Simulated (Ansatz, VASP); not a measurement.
# NiO: VASP beside Ansatz, part 2 of 2

One calculation is typed for both programs; each brings its own data sets and cutoff. How far apart do they land? The cell is taken from a series of VASP runs on this material, whose earlier steps may have relaxed, scaled or displaced it; both programs get it as it stands.

VASP 6.6.1 and Ansatz 0.2.0.

So far: Set-up; VASP: zone-centre phonons, PBE with D3(BJ), DFT+U.

### 3. Ansatz: zone-centre phonons, PBE with D3(BJ), DFT+U

Level of this step: Ansatz beside VASP: Kohn-Sham DFT, plane waves, PBE with D3(BJ), DFT+U (Ansatz).

Ansatz runs on its default PAW (the set named soft_2) files.

The same cell, functional, mesh and smearing now go to Ansatz, which takes its cutoff from its data sets.

The input, input.yaml:

```yaml
crystal:
  lattice:
    - [0.0, 2.0908002819, 2.0908002819]
    - [2.0908002819, 0.0, 2.0908002819]
    - [2.0908002819, 2.0908002819, 0.0]
  atoms:
    - { symbol: Ni, position: [0.0, 0.0, 0.0], spin: 1.784 }
    - { symbol: O, position: [0.5, 0.5, 0.5], spin: 0.201 }
hamiltonian:
  xc: pbe
  pseudopotentials: { kind: paw }
  dispersion: d3bj
  hubbard: { sites: [{ species: Ni, l: d, u_eff: 5.0 }] }
magnetization:
  spin_polarized: true
kpoints:
  mp_grid: { grid: [8, 8, 8] }
scf:
  occupations: { method: gaussian, width: 0.05 }
phonons:
  method: dfpt
  qpoints: [[0, 0, 0]]
```

On the command line:

```bash
$ ansatz run input.yaml --threads 4 --pin off --max-ram 9216MiB --backend cpu --events-out ev --progress --plain --runs-dir out
```

Numbers of over 12 decimals in the logs are rounded to 6 here.

What it wrote:

```text
Ni: projections on atomic orbitals take those of the free atom [Ne] 3s2 3p6 3d8 4s2, of charge +0.00 (hamiltonian.pseudopotentials.projection_atoms); the dataset's partial waves leave at most 1.6e-6 of an orbital's norm unspanned inside its sphere
O: projections on atomic orbitals take those of the free atom [He] 2s2 2p4, of charge +0.00 (hamiltonian.pseudopotentials.projection_atoms); the dataset's partial waves leave at most 1.9e-8 of an orbital's norm unspanned inside its sphere
Engine: ansatz 0.2.0, aarch64-unknown-linux-gnu
Pseudopotentials: kind: paw
Pseudopotential: Ni, paw, valence charge 18, recommended cutoff 420 eV (normal), Ni.paw.azcp
Pseudopotential: O, paw, valence charge 6, recommended cutoff 420 eV (normal), O.paw.azcp
Functional definition: PBE
  parameter kappa = 0.804
  parameter beta = 0.066725
  exchange = pbe_x(kappa = kappa, mu = beta*pi^2/3)
  correlation = pbe_c(beta = beta)
Crystal: 2 atoms, lattice volume = 18.280 Å³
Basis set: ecut = 420 eV, 339 PW (Γ), exchange–correlation on 40×40×40 points (8 copies of the dense FFT grid, shifted against one another)
Bands: 17, of which v1, the nominal top of the filled ones, is band 12 counted from 1 (11 counted from 0)
Symmetry: 48 space group operations
Space group: Fm-3m (ITA 225), of the structure as read, at distance tolerance 2.6e-5 Å
Magnetic group: BNS 225.116 (UNI 1618), of the structure as read, at distance tolerance 2.6e-5 Å
k-points: 29 of 512
Non-local potential: Ni, projectors of the file, l = 0: 3, l = 1: 2, l = 2: 3, l = 3: 1
Non-local potential: O, projectors of the file, l = 0: 2, l = 1: 2, l = 2: 1
PAW form: soft (Blöchl's): semilocal exchange-correlation on the pseudo side does not see the compensation charge
PAW one-centre angular grid: Ni, 590 points (default); XC on 64 Gauss nodes
PAW one-centre angular grid: O, 110 points (default); XC on 64 Gauss nodes
Initial density: superposition of atomic densities (chi_scale 0.1, normalization cell, long waves kept (reshape's long-wave potential 0.00 eV rms))
Starting moments: Σ|m| = 1.985 μB on 2 of 2 sites
Initial wavefunctions: pseudopotential atomic-orbital guess
Functional: x = pbe(κ = 0.804, μ = 0.219515), c = pbe(β = 0.066725)
SCF 1 converged in 14 iterations: F = -6405.367967 eV  dr2 = 1.02e-8
  greatest PAW one-centre occupation: 1.002 electrons in one spin orbital (limit 2), on the Ni atom at site 0 (counted from 0), in its partial waves of l = 1
Symmetry: 8 space group operations
k-points: 78 of 512
Initial density: read from a saved state, or passed on in memory by an earlier SCF of this step, an earlier step, the calling program or the single point that the run made first
Starting moments: Σ|m| = 1.985 μB on 2 of 2 sites; this step starts from the density that it was given
Initial wavefunctions: those read from a saved state, or passed on in memory by an earlier step or the calling program
a single point of the input's cell can leave the moments in the input for a lower state (scf.lower_state_search): this run first made a single point of its cell. This run's own SCFs start from the density of the state that the single point found, with the moments in the input. The single point stayed on the moments in the input.
k-points: 59 of 512 (irreducible under 8 space group operations, time reversal used)
Stability of the state it starts from, as read at its close in the collinear treatment: not read negative (Ritz values of 1 − χ₀K, real part plus size of imaginary part, from 0.68 to 0.90, by its mixing steps under the symmetry group of the SCF that read it); its run was given moments
iter 1 solved again at ethr=4.28e-9 eV; its pass at ethr=3.10e-3 eV (dr2=1.03e-6 eV) is discarded
SCF iter   1: F=—  HF=-6405.367967 eV  |F-HF|=—  |Δ(HF+E_count)|=         —  Δρ=1.22e-5 (↑1.22e-5 ↓9.08e-6)  dr2=1.00e-8  dr2_m=1.47e-8  M=2.000 μB ∫|m|=2.007 μB  β_m=0.30  ethr=4.28e-9  ⟨swp⟩=3.2  Hψ=14839  notcnv=0
preconditioner: auto → none  [insulator: Δε(μ)=1.691 eV  Ē_g=16.121 eV  σ=0.050 eV  W_gap=1.00  n_scr=8 (ndim 8)  ℏωp=34.7 eV  f_vac=0.000  D(μ)=0.00/eV (n_scr^D=0)  ε∞_Penn≈5.6]
SCF iter   2: F=—  HF=-6405.367967 eV  |F-HF|=—  |Δ(HF+E_count)|=   1.49e-9  Δρ=7.81e-6 (↑7.81e-6 ↓6.52e-6)  dr2=5.63e-10  dr2_m=8.54e-9  M=2.000 μB ∫|m|=2.007 μB  β_m=0.40  ethr=4.17e-11  ⟨swp⟩=2.1  Hψ=3332  notcnv=0
SCF iter   3: F=—  HF=-6405.367967 eV  |F-HF|=—  |Δ(HF+E_count)|=   3.76e-9  Δρ=5.57e-6 (↑4.70e-6 ↓5.57e-6)  dr2=8.78e-10  dr2_m=4.15e-9  M=2.000 μB ∫|m|=2.007 μB  β_m=0.61  ethr=2.34e-12  ⟨swp⟩=2.0  Hψ=2896  notcnv=0
SCF iter   4: F=—  HF=-6405.367967 eV  |F-HF|=—  |Δ(HF+E_count)|=   3.21e-9  Δρ=2.38e-6 (↑2.38e-6 ↓4.45e-7)  dr2=9.61e-10  dr2_m=1.64e-10  M=2.000 μB ∫|m|=2.007 μB  β_m=0.53  ethr=2.34e-12  ⟨swp⟩=2.1  Hψ=2937  notcnv=0
SCF iter   5: F=—  HF=-6405.367967 eV  |F-HF|=—  |Δ(HF+E_count)|=  1.98e-10  Δρ=5.36e-7 (↑3.37e-7 ↓5.36e-7)  dr2=1.19e-11  dr2_m=3.11e-11  M=2.000 μB ∫|m|=2.007 μB  β_m=0.76  ethr=2.34e-12  ⟨swp⟩=2.2  Hψ=2914  notcnv=0
SCF iter   6: F=-6405.367967 eV  HF=-6405.367967 eV  |F-HF|=0.00e0  |Δ(HF+E_count)|=  1.27e-11  Δρ=5.98e-8 (↑3.76e-8 ↓5.98e-8)  dr2=2.05e-13  dr2_m=3.62e-13  M=2.000 μB ∫|m|=2.007 μB  ethr=1.00e-12  ⟨swp⟩=4.8  Hψ=7021  notcnv=0
SCF 2 converged in 6 iterations: F = -6405.367967 eV  dr2 = 2.05e-13
NSCF: frozen V_eff on 29 k-points
NSCF: frozen V_eff on 29 k-points
DFPT response loops at q = (0, 0, 0) (fractional): preconditioner auto → none (the input reference at scf.mixing.eps_inf says where Resta's filter doesn't serve); β = 0.30; Anderson in place of MSR1
SCF converged after 6 iterations
Magnetization: 2.0000 μB (13.0000 up, 11.0000 down)
Absolute magnetization: 2.0058 μB (∫|ρ↑−ρ↓|, with the PAW one-centre terms)
Spin contamination: 0.0015 ħ² per cell (⟨S²⟩ above its minimum at these occupations)
Per-site moments (μB) at R_I (Å): [(1.698359, 0.862455), (0.229375, 0.862455)]
Free energy (F): -6405.367967 eV
Harris-Foulkes:  -6405.367967 eV  (|F-HF|=0.00e0)
Internal energy: -6405.367967 eV  (E = F + TS)
E sigma→0 (E₀):  -6405.367967 eV
Fermi energy:    14.608572 eV
--- Per-component energies (eV) ---
  E_band       = -353.450933
  E_kinetic    = 450.423140
  E_local      = -3994.484193  (includes V_loc(G=0)·N_el)
  E_nonlocal   = 690.465509
  E_hartree    = 1641.019563
  E_xc         = -156.173816
  E_vxc        = -200.331010  (∫ρ·V_xc dr)
  E_hubbard    = 0.667951  (on-site DFT+U / exact-exchange correction)
  E_vhub       = -19.344053  (the Hubbard potential's part of the band-sum identity)
  E_paw        = -1789.585852  (= ΣΔE_a)
  E_vpaw       = -562.222333  (= ΣTr[D̂ρ^β])
  E_aug_tail   = 0.002880  (compensation charges beyond the density's cutoff)
  E_ewald      = -3247.173079
  E_disp       = -0.530070  (pairwise vdW)
  E_smearing   = -0.000000  (= −TS)
  E_closure    = 0.000000  (closes the sum)
  Σ components = -6405.367967   (vs F -6405.367967, Δ=0.00e0)
--- Band table (eV; the first three rows and the last of 118) ---
  k-point 0 ↑: bands = [... 8 lower, 8.7093, 8.7093, 11.8411, 11.8411, 11.8411, 15.9104, 32.1065, 33.0631, ... 1 higher]
  k-point 1 ↑: bands = [... 8 lower, 8.7667, 8.7667, 11.0933, 12.1946, 12.1946, 16.9809, 29.3218, 32.4196, ... 1 higher]
  k-point 2 ↑: bands = [... 8 lower, 8.9822, 8.9822, 10.5010, 12.9087, 12.9087, 18.7152, 26.4537, 30.4858, ... 1 higher]
  k-point 58 ↓: bands = [... 8 lower, 10.7323, 11.2269, 11.2269, 16.2106, 16.7599, 23.3993, 25.4070, 25.4070, ... 1 higher]
Occupation matrices written to <dir>
--- Phonons (Γ-DFPT): 2 representative perturbations + reference (Σ response iterations 12) ---
  ASR residual: 1.481e-5 → 0.000e0 eV/Å²; symmetrization residual: 5.360e-11 eV/Å²
  pairwise dispersion correction: d3bj (s6 = 1.0, s8 = 0.7875, a1 = 0.4289, a2_bohr = 4.4407), with the weights of each atom's references fixed at the reference crystal's, and the forces and stress that the weights' published response gives there kept as a pressure on the atom's counted neighbours (hamiltonian.dispersion)
  ASR residual per site (eV/Å²): 1.24e-5 1.48e-5
  Γ frequencies (cm⁻¹): 0.00 0.00 0.00 336.12 336.12 336.12
  non-analytic LO–TO correction: not included (Born effective charges unavailable; polar crystals: no LO–TO splitting at Γ)
--- Phonons (arbitrary-q DFPT): 1 explicit q-point ---
  q = [0, 0, 0] (of the zone-centre solve; hermiticity 2.05e-11, symmetrization 1.78e-12): -0.00 -0.00 0.00 336.12 336.12 336.12
  sum rule: each row above includes the acoustic sum rule's correction from the zone centre's row sums; it moved no ω² by more than (0.50 cm⁻¹)²
```

Run time: 4.1 s. Hardware: 4 threads of Arm Neoverse V2, shared host; peak memory 0.52 GiB; 13 s of CPU time.

### 4. Differences

Known differences besides the potentials themselves: U acts on the PAW sphere in VASP and on atomic orbitals in Ansatz, so only states and trends compare; the data sets hold 24 valence electrons in Ansatz (default PAW (the set named soft_2) files) and 16 in VASP; the cutoff is 420 eV in Ansatz and 520 eV in VASP; Ansatz takes the dispersion share of the force constants at frozen C6 weights, VASP differentiates the full forces; VASP uses finite displacements, Ansatz perturbation theory. Total energies have different zeros and are not compared.

The two programs side by side:

| quantity | Ansatz | VASP | difference |
| --- | --- | --- | --- |
| optical mode 1 to 3 (cm⁻¹) | 336.1 | 320.7 | +4.80 % |

Modes are paired by rising frequency and degeneracy, not by their patterns, so a pair may still set unlike modes beside each other.

### 5. Results

| Item | Value |
| --- | --- |
| r.m.s. difference of the optical zone-centre modes, each program's sorted by frequency (zone-centre phonons, PBE with D3(BJ), DFT+U) | 15 cm⁻¹ |
| difference in optical mode 1 to 3 (zone-centre phonons, PBE with D3(BJ), DFT+U) | +4.8 % |

The r.m.s. difference of the optical zone-centre modes, each program's sorted by frequency is 15 cm⁻¹ (zone-centre phonons, PBE with D3(BJ), DFT+U). Among the rows given in per cent, the largest difference of the zone-centre phonons, PBE with D3(BJ), DFT+U pair is in optical mode 1 to 3, +4.8 %. How closely two codes agree says nothing of how well the functional describes the real material.

[Lines on the potential files, build, host, timing and source positions are cut from VASP's logs without a mark.]

[Logs are printed without paths, hosts, clocks, repeated set-up lines and the standing remarks that a program may print on its own settings, such as how far it seeks lower states.]

[Hosts, paths, dates, database ids (printed as entryN), source tags and the programs' standing remarks are cut or masked in the printed files.]
